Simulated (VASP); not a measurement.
Computed with PBEsol GGA, VASP's PBE PAW potentials (set 64) (plane waves; VASP 6.6.1).

A VASP calculation is set up with these files.

INCAR:
```
SYSTEM = SiAg
PREC = Accurate; ENCUT = 480; LREAL = .False.
LASPH = .True.
EDIFF = 1E-7; NELM = 100; ALGO = Normal
LMAXMIX = 4
ISMEAR = 1; SIGMA = 0.1
GGA = PS
ISIF = 2
LWAVE = .False.; LCHARG = .False.
```

File POSCAR:
```
SiAg
1.0
  4.0069559192   0.0801392089   0.0000000000
 -1.9340748126   3.4300551996   0.0000000000
  0.0000000000   0.0000000000   2.6378615084
Ag Si
1 1
Cartesian
  0.0000000000   0.0000000000   0.0000000000
  2.0266143223   1.1967767558   1.3189307542
```

### KPOINTS
```
Automatic mesh
0
Gamma
10 10 12
0 0 0
```

POTCAR, in this order: Ag Si (PBE.64 set). Program: vasp_std.

Output

OSZICAR:
```
       N       E                     dE             d eps       ncg     rms          rms(c)
DAV:   1     0.555786096911E+02    0.55579E+02   -0.65369E+03  8408   0.109E+03
DAV:   2    -0.795426295170E+01   -0.63533E+02   -0.59506E+02  8628   0.215E+02
DAV:   3    -0.927203251421E+01   -0.13178E+01   -0.13062E+01  9545   0.323E+01
DAV:   4    -0.928176974606E+01   -0.97372E-02   -0.97318E-02  8880   0.306E+00
DAV:   5    -0.928189365497E+01   -0.12391E-03   -0.12390E-03  9490   0.344E-01    0.874E+00
DAV:   6    -0.844894831226E+01    0.83295E+00   -0.58501E+00  8482   0.323E+01    0.655E+00
DAV:   7    -0.839235851900E+01    0.56590E-01   -0.32646E-01  8251   0.802E+00    0.322E+00
DAV:   8    -0.837652390722E+01    0.15835E-01   -0.27540E-02  8581   0.151E+00    0.421E-01
DAV:   9    -0.837472835573E+01    0.17956E-02   -0.55940E-03  9037   0.107E+00    0.163E-01
DAV:  10    -0.837470140086E+01    0.26955E-04   -0.49262E-04  8713   0.190E-01    0.467E-02
DAV:  11    -0.837469853447E+01    0.28664E-05   -0.18312E-05  9163   0.454E-02    0.106E-02
DAV:  12    -0.837469813648E+01    0.39799E-06   -0.14534E-06  8859   0.967E-03    0.591E-03
DAV:  13    -0.837469759755E+01    0.53893E-06   -0.11059E-06  8857   0.124E-02    0.162E-03
DAV:  14    -0.837469753433E+01    0.63220E-07   -0.86331E-08  4517   0.254E-03
   1 F= -.83746975E+01 E0= -.83747204E+01  d E =0.685511E-04
```

**OUTCAR**
```
------------------------ aborting loop because EDIFF is reached ----------------------------------------
  FORCE on cell =-STRESS in cart. coord.  units (eV):
  Direction    XX          YY          ZZ          XY          YZ          ZX
  --------------------------------------------------------------------------------------
  Total       -0.0225682     -0.0687178      0.0450592     -0.2861304      0.0000000      0.0000000
  in kB       -0.9862114     -3.0029073      1.9690474    -12.5036486      0.0000000      0.0000000
  external PRESSURE =      -0.6733571 kB  Pullay stress =       0.0000000 kB
  volume of cell :       36.66
      direct lattice vectors                 reciprocal lattice vectors
     4.006955919  0.080139209  0.000000000     0.246782980  0.139151331  0.000000000
    -1.934074813  3.430055200  0.000000000    -0.005765794  0.288289390  0.000000000
     0.000000000  0.000000000  2.637861508     0.000000000  0.000000000  0.379094959
 POSITION                                       TOTAL-FORCE (eV/Angst)
 -----------------------------------------------------------------------------------
      0.00000      0.00000      0.00000         0.202333     -0.008552      0.000000
      2.02661      1.19678      1.31893        -0.202333      0.008552      0.000000
 -----------------------------------------------------------------------------------
    total drift:                               -0.000168      0.000369     -0.000000
  FREE ENERGIE OF THE ION-ELECTRON SYSTEM (eV)
  ---------------------------------------------------
  free  energy   TOTEN  =        -8.3746975343 eV

  energy  without entropy=       -8.3747660854  energy(sigma->0) =       -8.37472038
```
(Selected blocks of OUTCAR.)

OUTCAR:
```
 val. band max:        7.3916585862   @ k =  -0.4000   0.3000   0.4167

 cond. band min:       7.4278490037   @ k =   0.1000   0.0000   0.0833


 Fermi energy:         7.4213755167

 k-point     1 :       0.0000    0.0000    0.0000
  band No.  band energies     occupation
      1      -3.7379      2.00000
      2       0.4802      2.00000
      3       1.2850      2.00000
      4       1.3581      2.00000
      5       3.0547      2.00000
      6       3.0858      2.00000
      7       8.2378     -0.00000
      8       8.4597     -0.00000
      9       9.6806      0.00000
     10      12.0996      0.00000
     11      12.4633      0.00000

 k-point     2 :       0.1000    0.0000    0.0000
  band No.  band energies     occupation
      1      -3.6477      2.00000
      2       0.4673      2.00000
      3       1.2744      2.00000
      4       1.4053      2.00000
      5       3.0515      2.00000
      6       3.0777      2.00000
      7       7.2464      2.03285
      8       8.1242     -0.00000
      9      10.3621      0.00000
     10      12.2869      0.00000
     11      12.9016      0.00000

 k-point     3 :       0.2000    0.0000    0.0000
  band No.  band energies     occupation
      1      -3.3933      2.00000
      2       0.4225      2.00000
      3       1.2649      2.00000
      4       1.5431      2.00000
      5       3.0393      2.00000
      6       3.0609      2.00000
      7       5.7523      2.00000
      8       7.4356      0.76164
      9      10.7330      0.00000
     10      13.1663      0.00000
     11      14.0119      0.00000

 k-point     4 :       0.3000    0.0000    0.0000
  band No.  band energies     occupation
      1      -3.0310      2.00000
      2       0.3425      2.00000
      3       1.3210      2.00000
      4       1.7367      2.00000
      5       3.0150      2.00000
      6       3.0496      2.00000
      7       4.3472      2.00000
      8       6.7421      2.00000
      9      10.6971      0.00000
...
```

The structure was generated: SiAg was put into the WC type (P-6m2), which need not be its known phase. This cell was strained or had an atom moved on purpose. The electron count is odd and the run is not spin-polarised, which forces a metal.
